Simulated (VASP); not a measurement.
OSZICAR of a VASP run on TiB2 (AlB2 type):

File OSZICAR:
```
       N       E                     dE             d eps       ncg     rms          rms(c)
DAV:   1     0.129930267997E+03    0.12993E+03   -0.93671E+03  2470   0.158E+03
DAV:   2    -0.186030918446E+02   -0.14853E+03   -0.14470E+03  2530   0.395E+02
DAV:   3    -0.280449854421E+02   -0.94419E+01   -0.93189E+01  3555   0.955E+01
DAV:   4    -0.283749958036E+02   -0.33001E+00   -0.32871E+00  3230   0.162E+01
DAV:   5    -0.283838750571E+02   -0.88793E-02   -0.88790E-02  3575   0.234E+00    0.169E+01
DAV:   6    -0.232642437397E+02    0.51196E+01   -0.25324E+01  3293   0.593E+01    0.389E+00
DAV:   7    -0.233062896810E+02   -0.42046E-01   -0.15686E+00  2724   0.147E+01    0.331E+00
DAV:   8    -0.233181370623E+02   -0.11847E-01   -0.15428E-01  3595   0.368E+00    0.711E-01
DAV:   9    -0.233121019426E+02    0.60351E-02   -0.63796E-02  3333   0.337E+00    0.278E-01
DAV:  10    -0.233113697212E+02    0.73222E-03   -0.48599E-03  3098   0.978E-01    0.677E-02
DAV:  11    -0.233113924068E+02   -0.22686E-04   -0.33701E-04  3544   0.244E-01    0.519E-02
DAV:  12    -0.233113775086E+02    0.14898E-04   -0.12457E-04  3152   0.154E-01    0.930E-03
DAV:  13    -0.233113755287E+02    0.19798E-05   -0.11340E-05  3048   0.448E-02    0.233E-03
DAV:  14    -0.233113756945E+02   -0.16575E-06   -0.26856E-07  2520   0.662E-03    0.595E-04
DAV:  15    -0.233113756895E+02    0.50213E-08   -0.62155E-08  1365   0.270E-03
   1 F= -.23311376E+02 E0= -.23311377E+02  d E =-.233114E+02
       N       E                     dE             d eps       ncg     rms          rms(c)
DAV:   1    -0.233128547243E+02   -0.14790E-02   -0.62666E-02  2665   0.409E+00    0.252E-01
DAV:   2    -0.233121891139E+02    0.66561E-03   -0.34819E-03  2510   0.622E-01    0.145E-01
DAV:   3    -0.233118717701E+02    0.31734E-03   -0.37795E-04  2858   0.266E-01    0.429E-02
DAV:   4    -0.233118419681E+02    0.29802E-04   -0.69605E-05  2957   0.105E-01    0.667E-03
DAV:   5    -0.233118410675E+02    0.90061E-06   -0.57168E-06  2668   0.297E-02    0.292E-03
DAV:   6    -0.233118409998E+02    0.67683E-07   -0.24569E-07  2118   0.667E-03
   2 F= -.23311841E+02 E0= -.23311793E+02  d E =-.465310E-03
```

Which electronic solver shows in the log?

It is blocked Davidson (ALGO = Normal, or the opening steps of other solvers). The INCAR had ALGO = Normal.

Can the final energy be trusted as converged?

The run converged. It stopped with EDIFF = 1E-7, NELM = 100, NSW = 30 and EDIFFG = -0.01 after 2 ionic steps (RPBE GGA, plane waves, VASP's PBE PAW potentials (set 64)).

The compound is TiB2 in the AlB2 type structure. This cell is one point of a volume scan, at 0.97 of the reference volume. Symmetry was kept, so distortions that lower it aren't found.
